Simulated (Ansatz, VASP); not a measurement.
# Cross-check of Ge2WN4 (WGe2N4, 2 layers, AA') between VASP and Ansatz, part 2 of 2

Wanted: the spread between two codes on one cell, functional and k mesh. The structure shown is the start of the Ansatz relaxation below; VASP solves that cell, so the two are compared at the walk's first step.

VASP 6.6.1 and Ansatz 0.2.0.

So far: Set-up; Ansatz: relaxation, PBE with D3(BJ).

### Step 3. VASP: single point, PBE with D3(BJ), start cell

Level of this step: PBE with D3(BJ), no spin polarisation; plane waves and PAW (N, Ge_d, W) (VASP).

The same cell, functional, mesh and smearing now go to VASP, with its own data sets.

Lines of VASP's logs that name or quote its potential files are left out, and so is its time.

Contents of INCAR:

```
SYSTEM = Ge2WN4
PREC = Accurate
ENCUT = 520
EDIFF = 1E-06
NELM = 120
ISMEAR = -1
SIGMA = 0.05
LREAL = .FALSE.
ALGO = Normal
GGA = PE
IVDW = 12
NBANDS = 68
LASPH = .TRUE.
LORBIT = 11
LWAVE = .FALSE.
LCHARG = .FALSE.
ISIF = 2
LDIPOL = .TRUE.
IDIPOL = 3
DIPOL = 0.5 0.5 0.5
LVHAR = .TRUE.
GGA_COMPAT = .FALSE.
EFERMI = MIDGAP
NELMDL = -8
KPAR = 4
```

Contents of POSCAR:

```
Ge2WN4
1.0
    3.0200000000      0.0000000000      0.0000000000
   -1.5100000000      2.6153970000      0.0000000000
    0.0000000000      0.0000000000     66.8290570000
N Ge W
8 4 2
Direct
    0.0000000000      0.0000000000      0.3658588210
    0.3333333333      0.6666666667      0.4021867913
    0.3333333333      0.6666666667      0.4397303407
    0.0000000000      0.0000000000      0.4760583259
    0.3333333333      0.6666666667      0.5239416890
    0.0000000000      0.0000000000      0.5602696593
    0.0000000000      0.0000000000      0.5978132087
    0.3333333333      0.6666666667      0.6341411790
    0.3333333333      0.6666666667      0.3746538575
    0.3333333333      0.6666666667      0.4672632744
    0.0000000000      0.0000000000      0.5327367256
    0.0000000000      0.0000000000      0.6253461425
    0.0000000000      0.0000000000      0.4209585660
    0.3333333333      0.6666666667      0.5790414340
```

Contents of KPOINTS:

```
Automatic mesh
0
Gamma
11 11 1
0 0 0
```

PAW data sets: N, Ge_d and W (PBE family, release 64).

On the command line:

```bash
$ mpirun -np 4 vasp_std
```

Numbers of over 12 decimals in the logs are rounded to 6 here.

Output:

```text
[banner, memory and clock lines left out]
running    4 mpi-ranks, on    1 nodes
 distrk:  each k-point on    1 cores,    4 groups
 distr:  one band on    1 cores,    1 groups

 POSCAR found type information on POSCAR N GeW
 POSCAR found :  3 types and      14 ions
 LDA part: xc-table for (Slater+PW92), standard interpolation
|                                                                             |
|           W    W    AA    RRRRR   N    N  II  N    N   GGGG   !!!           |
|           W    W   A  A   R    R  NN   N  II  NN   N  G    G  !!!           |
|           W    W  A    A  R    R  N N  N  II  N N  N  G       !!!           |
|           W WW W  AAAAAA  RRRRR   N  N N  II  N  N N  G  GGG   !            |
|           WW  WW  A    A  R   R   N   NN  II  N   NN  G    G                |
|           W    W  A    A  R    R  N    N  II  N    N   GGGG   !!!           |
|                                                                             |
|     One of the lattice vectors is very long (>50 A), but AMIN is rather     |
|     large. This can spoil convergence since charge sloshing might occur     |
|     along the long lattice vector. If problems with convergence are         |
|     observed, try to decrease AMIN to a smaller value (e.g. 0.01).          |
|     Note: This warning only applies if the self-consistency cycle is        |
|     used.                                                                   |
|                                                                             |

 POSCAR, INCAR and KPOINTS ok, starting setup
 FFT: planning ... GRIDC
 FFT: planning ... GRID_SOFT
 FFT: planning ... GRID
 WAVECAR not read
 entering main loop
       N       E                     dE             d eps       ncg     rms          rms(c)
DAV:   1     0.136441398824E+04    0.13644E+04   -0.49216E+04  3004   0.221E+03
DAV:   2     0.140540144219E+03   -0.12239E+04   -0.11768E+04  2708   0.682E+02
DAV:   3    -0.112023322835E+03   -0.25256E+03   -0.24865E+03  3020   0.219E+02
DAV:   4    -0.131708620683E+03   -0.19685E+02   -0.19486E+02  2744   0.792E+01
DAV:   5    -0.132558941802E+03   -0.85032E+00   -0.84711E+00  3296   0.145E+01
DAV:   6    -0.132583935363E+03   -0.24994E-01   -0.24959E-01  3224   0.227E+00
DAV:   7    -0.132584473069E+03   -0.53771E-03   -0.53743E-03  3308   0.319E-01
DAV:   8    -0.132584493908E+03   -0.20840E-04   -0.20835E-04  3216   0.562E-02    0.489E+01
DAV:   9    -0.114302989605E+03    0.18282E+02   -0.83215E+01  3364   0.528E+01    0.134E+01
DAV:  10    -0.114003864977E+03    0.29912E+00   -0.94102E+00  2744   0.134E+01    0.153E+01
DAV:  11    -0.113734442625E+03    0.26942E+00   -0.65994E-01  2808   0.581E+00    0.412E+00
DAV:  12    -0.113722794700E+03    0.11648E-01   -0.33993E-01  3020   0.249E+00    0.737E-01
DAV:  13    -0.113721588513E+03    0.12062E-02   -0.27490E-02  2972   0.941E-01    0.712E-01
DAV:  14    -0.113722561321E+03   -0.97281E-03   -0.59028E-03  2824   0.365E-01    0.210E-01
[...]
DAV:  22    -0.113722873176E+03   -0.43627E-04   -0.15641E-06  2012   0.510E-03    0.144E-03
DAV:  23    -0.113722912212E+03   -0.39037E-04   -0.83916E-07  1776   0.298E-03    0.136E-03
DAV:  24    -0.113722930581E+03   -0.18368E-04   -0.39125E-07  1736   0.291E-03    0.872E-04
DAV:  25    -0.113722939623E+03   -0.90416E-05   -0.11586E-07  1536   0.150E-03    0.257E-04
DAV:  26    -0.113722945045E+03   -0.54229E-05   -0.14815E-07  1612   0.102E-03    0.270E-04
DAV:  27    -0.113722947497E+03   -0.24515E-05   -0.56585E-08  1520   0.767E-04    0.118E-04
DAV:  28    -0.113722948844E+03   -0.13471E-05   -0.33474E-08  1532   0.545E-04    0.129E-04
DAV:  29    -0.113722949441E+03   -0.59746E-06   -0.12612E-08  1416   0.500E-04
   1 F= -.11729638E+03 E0= -.11729638E+03  d E =-.363128E-08
```

Parts of OUTCAR (step 3):

```text
ion  position               nearest neighbor table
   1  0.000  0.000  0.366-   9 1.84   9 1.84   9 1.84
   2  0.333  0.667  0.402-   9 1.84  13 2.15  13 2.15  13 2.15
   3  0.333  0.667  0.440-  10 1.84  13 2.15  13 2.15  13 2.15
   4  0.000  0.000  0.476-  10 1.84  10 1.84  10 1.84
   5  0.333  0.667  0.524-  11 1.84  11 1.84  11 1.84
   6  0.000  0.000  0.560-  11 1.84  14 2.15  14 2.15  14 2.15
   7  0.000  0.000  0.598-  12 1.84  14 2.15  14 2.15  14 2.15
   8  0.333  0.667  0.634-  12 1.84  12 1.84  12 1.84
   9  0.333  0.667  0.375-   2 1.84   1 1.84   1 1.84   1 1.84
  10  0.333  0.667  0.467-   3 1.84   4 1.84   4 1.84   4 1.84
  11  0.000  0.000  0.533-   6 1.84   5 1.84   5 1.84   5 1.84
  12  0.000  0.000  0.625-   7 1.84   8 1.84   8 1.84   8 1.84
  13  0.000  0.000  0.421-   3 2.15   2 2.15   3 2.15   2 2.15   3 2.15   2 2.15
  14  0.333  0.667  0.579-   6 2.15   7 2.15   6 2.15   7 2.15   6 2.15   7 2.15

  LATTYP: Found a hexagonal cell.
 ALAT       =     3.0200000000
 C/A-ratio  =    22.1288268212

 Subroutine GETGRP returns: Found 12 space group operations
 (whereof  6 operations were pure point group operations)

The static configuration has the point symmetry C_3v.
 The point group associated with its full space group is D_3d.

 Found     16 irreducible k-points:

   k-points           NKPTS =     16   k-points in BZ     NKDIM =     16   number of bands    NBANDS=     68

   dimension x,y,z NGX =    24 NGY =   24 NGZ =  500
   dimension x,y,z NGXF=    48 NGYF=   48 NGZF= 1000

   ENCUT  =  520.0 eV  38.22 Ry    6.18 a.u.   5.62  5.62124.26*2*pi/ulx,y,z

   NELECT =     108.0000    total number of electrons

 k-points in reciprocal lattice and weights: Automatic mesh
   0.00000000  0.00000000  0.00000000       0.008
   0.09090909  0.00000000  0.00000000       0.050
   0.18181818  0.00000000  0.00000000       0.050
   0.27272727  0.00000000  0.00000000       0.050
   0.36363636  0.00000000  0.00000000       0.050
   0.45454545  0.00000000  0.00000000       0.050
   0.09090909  0.09090909  0.00000000       0.050
   0.18181818  0.09090909  0.00000000       0.099
   0.27272727  0.09090909  0.00000000       0.099
[...]
0.27272727  0.27272727  0.00000000       0.050
   0.36363636  0.27272727  0.00000000       0.050

 dipolmoment           0.000000      0.000000     -0.000005 electrons x Angstroem

 average (electrostatic) potential at core
       1 -70.8594       2 -70.6713       3 -70.6715       4 -70.8633       5 -70.8634
       6 -70.6716       7 -70.6714       8 -70.8596       9 -81.7969      10 -81.8017
      11 -81.8018      12 -81.7970      13 -48.0821      14 -48.0822

 E-fermi :  -0.8652

 k-point     1 :       0.0000    0.0000    0.0000
  band No.  band energies     occupation
    ...
     50      -4.2412      2.00000
     51      -3.8962      2.00000
     52      -3.5143      2.00000
     53      -1.9296      2.00000
     54      -1.7923      2.00000
     55       0.3230      0.00000
     56       0.3768      0.00000
     57       0.4383      0.00000
     58       0.5380      0.00000
     59       1.1385      0.00000
    ...

 k-point     2 :       0.0909    0.0000    0.0000
  band No.  band energies     occupation
    ...
     50      -4.3872      2.00000
     51      -3.6868      2.00000
     52      -3.4349      2.00000
     53      -1.8389      2.00000
     54      -1.7716      2.00000
     55       0.2577      0.00000
     56       0.3650      0.00000
     57       0.5882      0.00000
     58       0.7028      0.00000
     59       1.1252      0.00000
    ...

 k-point     3 :       0.1818    0.0000    0.0000
  band No.  band energies     occupation
    ...
     50      -4.6847      2.00000
     51      -3.7544      2.00000
     52      -3.5652      2.00000
     53      -2.2130      2.00000
     54      -2.2106      2.00000
     55       0.3743      0.00000
     56       0.4932      0.00000
     57       0.8304      0.00000
     58       0.9366      0.00000
     59       1.1121      0.00000
    ...

 Edisp (eV)   -3.57343

  Total      -5.47983    -5.47983     0.91027    -0.00000     0.00000     0.00000
  in kB     -16.63289   -16.63290     2.76293    -0.00000     0.00000     0.00000
  external pressure =      -10.17 kB  Pullay stress =        0.00 kB

  energy-cutoff  :      520.00
  volume of cell :      527.85
      direct lattice vectors                 reciprocal lattice vectors
     3.020000000  0.000000000  0.000000000     0.331125828  0.191175565  0.000000000
    -1.510000000  2.615397000  0.000000000     0.000000000  0.382351131  0.000000000
     0.000000000  0.000000000 66.829057000     0.000000000  0.000000000  0.014963551

 POSITION                                       TOTAL-FORCE (eV/Angst)
 -----------------------------------------------------------------------------------
      0.00000      0.00000     24.45000         0.000000     -0.000000     -0.400370
     -0.00000      1.74360     26.87776        -0.000000      0.000000      1.553923
     -0.00000      1.74360     29.38676         0.000000      0.000000     -1.541714
      0.00000      0.00000     31.81453        -0.000000     -0.000000      0.404931
     -0.00000      1.74360     35.01453        -0.000000     -0.000000     -0.404931
      0.00000      0.00000     37.44229        -0.000000     -0.000000      1.541714
      0.00000      0.00000     39.95129         0.000000      0.000000     -1.553923
     -0.00000      1.74360     42.37906        -0.000000     -0.000000      0.400370
     -0.00000      1.74360     25.03776         0.000000     -0.000000     -0.290032
     -0.00000      1.74360     31.22676        -0.000000     -0.000000      0.378715
      0.00000      0.00000     35.60229         0.000000     -0.000000     -0.378715
      0.00000      0.00000     41.79129        -0.000000      0.000000      0.290032
      0.00000      0.00000     28.13226        -0.000000     -0.000000      0.011322
     -0.00000      1.74360     38.69679         0.000000     -0.000000     -0.011322
 -----------------------------------------------------------------------------------
    total drift:                                0.000000     -0.000000     -0.001501

  FREE ENERGIE OF THE ION-ELECTRON SYSTEM (eV)
  ---------------------------------------------------
  free  energy   TOTEN  =      -117.2963766923 eV

  energy  without entropy=     -117.2963766887  energy(sigma->0) =     -117.29637669

 vacuum level on the upper side and lower side of the slab         3.706         3.706

 total charge
# of ion       s       p       d       tot
------------------------------------------
    1        1.240   2.553   0.000   3.794
    2        1.236   2.508   0.000   3.744
    3        1.236   2.508   0.000   3.744
    4        1.241   2.554   0.000   3.795
    5        1.241   2.554   0.000   3.795
    6        1.236   2.508   0.000   3.744
    7        1.236   2.508   0.000   3.744
    8        1.240   2.553   0.000   3.794
    9        1.023   1.382  10.366  12.771
   10        1.023   1.382  10.366  12.771
   11        1.023   1.382  10.366  12.771
   12        1.023   1.382  10.366  12.771
   13        0.556   0.768   4.136   5.460
   14        0.556   0.768   4.136   5.460
--------------------------------------------------
tot         15.109  27.312  49.737  92.157

[... 3 further parts left out ...]
```

### Step 4. Side by side

Known differences besides the potentials themselves: Ansatz cuts the interaction across the vacuum, VASP repeats the sheet with a dipole correction; the data sets hold 124 valence electrons in Ansatz (on its default PAW (the set named soft_2) files) and 108 in VASP; the cutoff is 420 eV in Ansatz and 520 eV in VASP. Total energies have different zeros and are not compared.

Forces on 8 of the 14 atoms, those with the largest forces and the largest differences (eV/Å; atoms numbered as in POSCAR):

```tsv
atom	Ansatz x, y, z	VASP x, y, z
N1	0.000, 0.000, -0.438	0.000, 0.000, -0.400
N2	0.000, 0.000, 1.574	0.000, 0.000, 1.554
N3	0.000, 0.000, -1.562	0.000, 0.000, -1.542
N4	0.000, 0.000, 0.443	0.000, 0.000, 0.405
N5	0.000, 0.000, -0.443	0.000, 0.000, -0.405
N6	0.000, 0.000, 1.562	0.000, 0.000, 1.542
N7	0.000, 0.000, -1.574	0.000, 0.000, -1.554
N8	0.000, 0.000, 0.438	0.000, 0.000, 0.400
```

The forces differ by 13 meV/Å r.m.s., which is 2.6 % of the r.m.s. force of 0.504 eV/Å (both taken over all components). With vacuum in the cell, a pressure given here is an average over mostly empty space and none of the material.

### Step 5. What came out

```yaml
r_m_s_force_difference_single_point_pbe_with_d3_bj_start_cell: 2.6 % of the r.m.s. force
```

What this shows: The r.m.s. force difference is 2.6 % of the r.m.s. force (single point, PBE with D3(BJ), start cell), within the 3 % picked in this series as the mark of a large difference. The data sets hold unlike numbers of valence electrons (124 in Ansatz and 108 in VASP), so part of the differences comes from the potentials. 1 further run of this series is not shown here. Such differences can come from data sets, numerical settings and the points named under the comparisons, not from the functional's error against experiment.

[Lines on the potential files, build, host, timing and source positions are cut from VASP's logs without a mark.]

[Logs are printed without paths, hosts, clocks, repeated set-up lines and the standing remarks that a program may print on its own settings, such as how far it seeks lower states.]

[Hosts, paths, dates, database ids (printed as entryN), source tags and the programs' standing remarks are cut or masked in the printed files.]
